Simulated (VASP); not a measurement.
Method: HSE06 screened hybrid, VASP's PBE PAW potentials (set 64) (plane waves; VASP).

Input for VASP

### KPOINTS
```
K-points
0
G
4 4 4
```

**KPOINTS_OPT**
```
named points and PBE's band edges
9
Reciprocal
  0.000000   0.000000   0.000000 1 ! GAMMA
  0.500000   0.500000   0.500000 1 ! T
  0.500000   0.000000   0.000000 1 ! L
  0.500000   0.000000   0.500000 1 ! F
  0.341370  -0.341370   0.000000 1 ! S_0
  0.658630   0.000000   0.341370 1 ! S_2
  0.500000  -0.182740   0.182740 1 ! H_0
  0.045450   0.045450   0.045450 1 ! near an edge
  0.514420   0.000000   0.485580 1 ! near an edge
```

**POSCAR**
```
RbGdSe2
1
    2.1398906693     1.2354666003     7.9888338976
   -2.1398906693     1.2354666003     7.9888338976
    0.0000000000    -2.4709332006     7.9888338976
Rb Gd Se
1 1 2
Direct
  1.0000000000   0.0000000000   0.0000000000
  0.5000000000   0.5000000000   0.5000000000
  0.7676226251   0.7676226251   0.7676226251
  0.2323773749   0.2323773749   0.2323773749
```

**INCAR**
```
SYSTEM  =  RbGdSe2
PREC  =  Accurate; ENCUT  =  400; LREAL  =  .FALSE.
LASPH  =  .TRUE.; ISYM  =  3
EDIFF  =  1E-6; NELM  =  60; ALGO  =  Normal
LMAXMIX  =  6
ISMEAR  =  0; SIGMA  =  0.05
GGA  =  PE; LHFCALC  =  .TRUE.; AEXX  =  0.25
HFSCREEN  =  0.2; PRECFOCK  =  Fast
ISIF  =  2
LWAVE  =  .FALSE.; LCHARG  =  .FALSE.
```

POTCAR, in this order: Rb_sv Gd_3 Se (PBE.64 set). Program: vasp_std. Read from the step before: WAVECAR.

The resulting files:

File OSZICAR:
```
       N       E                     dE             d eps       ncg     rms          rms(c)
DAV:   1    -0.226797451552E+02   -0.22680E+02   -0.74374E-01   506   0.617E+00    0.254E+00
DAV:   2    -0.226877904639E+02   -0.80453E-02   -0.31206E-02   639   0.949E-01    0.170E+00
DAV:   3    -0.226862364346E+02    0.15540E-02   -0.33231E-03   687   0.315E-01    0.107E+00
DAV:   4    -0.226858886733E+02    0.34776E-03   -0.10702E-03   671   0.168E-01    0.655E-01
DAV:   5    -0.226857981348E+02    0.90538E-04   -0.16282E-04   652   0.761E-02    0.386E-01
DAV:   6    -0.226857610836E+02    0.37051E-04   -0.39960E-05   599   0.427E-02    0.220E-01
DAV:   7    -0.226857497007E+02    0.11383E-04   -0.15656E-05   564   0.265E-02    0.122E-01
DAV:   8    -0.226857468814E+02    0.28194E-05   -0.50591E-06   555   0.160E-02    0.679E-02
DAV:   9    -0.226857464728E+02    0.40857E-06   -0.16031E-06   387   0.958E-03
   1 F= -.22685746E+02 E0= -.22685746E+02  d E =-.476426E-16
       N       E                     dE             ncg
```

### OUTCAR
```
------------------------ aborting loop because EDIFF is reached ----------------------------------------
  FORCE on cell =-STRESS in cart. coord.  units (eV):
  Direction    XX          YY          ZZ          XY          YZ          ZX
  --------------------------------------------------------------------------------------
  Total       -0.7794490     -0.7794492     -0.7023558      0.0000000      0.0000000      0.0000000
  in kB       -9.8546466     -9.8546489     -8.8799494      0.0000000      0.0000000      0.0000000
  external PRESSURE =      -9.5297483 kB  Pullay stress =       0.0000000 kB
  volume of cell :      126.72
      direct lattice vectors                 reciprocal lattice vectors
     2.139890669  1.235466600  7.988833898     0.233656797  0.134901799  0.041724905
    -2.139890669  1.235466600  7.988833898    -0.233656797  0.134901799  0.041724905
     0.000000000 -2.470933201  7.988833898     0.000000000 -0.269803597  0.041724905
 POSITION                                       TOTAL-FORCE (eV/Angst)
 -----------------------------------------------------------------------------------
      0.00000      0.00000      0.00000        -0.000000      0.000000      0.000000
      0.00000      0.00000     11.98325         0.000000      0.000000      0.000000
      0.00000      0.00000     18.39723        -0.000000      0.000000      0.153797
      0.00000      0.00000      5.56927        -0.000000     -0.000000     -0.153797
 -----------------------------------------------------------------------------------
    total drift:                               -0.000001      0.000001     -0.000002
  FREE ENERGIE OF THE ION-ELECTRON SYSTEM (eV)
  ---------------------------------------------------
  free  energy   TOTEN  =       -22.6857464728 eV

  energy  without entropy=      -22.6857464728  energy(sigma->0) =      -22.68574647

  exchange ACFDT corr.  =         0.00000000  see jH, gK, PRB 81, 115126
```
(Selected blocks of OUTCAR.)

The 4f electrons are frozen in the core of the lanthanide potential, so 4f levels, which can set the real gap, and their magnetism are missing.

The structure comes from a computed database's RbGdSe2 entry (R-3m); how it stands against other phases isn't given here. It was relaxed first. The k-mesh is coarse (spacing up to 0.43 per Å, 2π included), so the numbers may not be converged in it.
